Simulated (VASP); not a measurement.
Input for VASP

File POSCAR:
```
C
1
   -0.0000000000     1.7867216391     1.7867216391
    1.7867216391     0.0000000000     1.7867216391
    1.7867216391     1.7867216391     0.0000000000
C
2
Direct
  0.0000000000   0.0000000000   0.0000000000
  0.2500000000   0.2500000000   0.2500000000
```

**KPOINTS**
```
K-points
0
gamma
  12 12 12
0 0 0
```

INCAR:
```
! general
SYSTEM  =  C
PREC    =  Accurate
ENCUT   =  600   ! plane-wave cut-off (eV)
LREAL   =  .FALSE.   ! projection in real space or not
LASPH   =  .TRUE.

! electronic loop
EDIFF   =  1E-7   ! SCF stop (eV)
NELM    =  100   ! most electronic steps
ALGO    =  Normal   ! blocked Davidson

! smearing
ISMEAR  =  0
SIGMA   =  0.05   ! width (eV)

! functional
GGA     =  PE   ! PBE

! ions
ISIF    =  2

! output
LWAVE   =  .FALSE.
LCHARG  =  .FALSE.
```

POTCAR, in this order: C (PBE.64 set). Program: vasp_std.

Write an equivalent input for Quantum ESPRESSO's pw.x.

One equivalent input (not run):
```
&CONTROL
  calculation = 'scf'
  pseudo_dir = './pseudo'
  outdir = './out'
  tprnfor = .true.
  tstress = .true.
/
&SYSTEM
  ibrav = 0
  nat = 2
  ntyp = 1
  ecutwfc = 82
  occupations = 'smearing'
  smearing = 'gaussian'
  degauss = 0.003675
  input_dft = 'pbe'
/
&ELECTRONS
  conv_thr = 7.3e-09
  electron_maxstep = 100
/
ATOMIC_SPECIES
  C 12.011 C.upf
CELL_PARAMETERS angstrom
    -0.0000000    1.7867216    1.7867216
     1.7867216    0.0000000    1.7867216
     1.7867216    1.7867216    0.0000000
ATOMIC_POSITIONS crystal
  C    0.0000000  0.0000000  0.0000000
  C    0.2500000  0.2500000  0.2500000
K_POINTS automatic
  12 12 12 0 0 0
```
What does not carry over: the potentials are each code's own (VASP's PAW set, PseudoDojo norm-conserving files in pw.x), so ENCUT and ecutwfc are chosen apart and not converted; conv_thr bounds pw.x's estimated SCF error, while EDIFF bounds the energy change between steps.

The compound is C in the diamond structure. It was relaxed first.
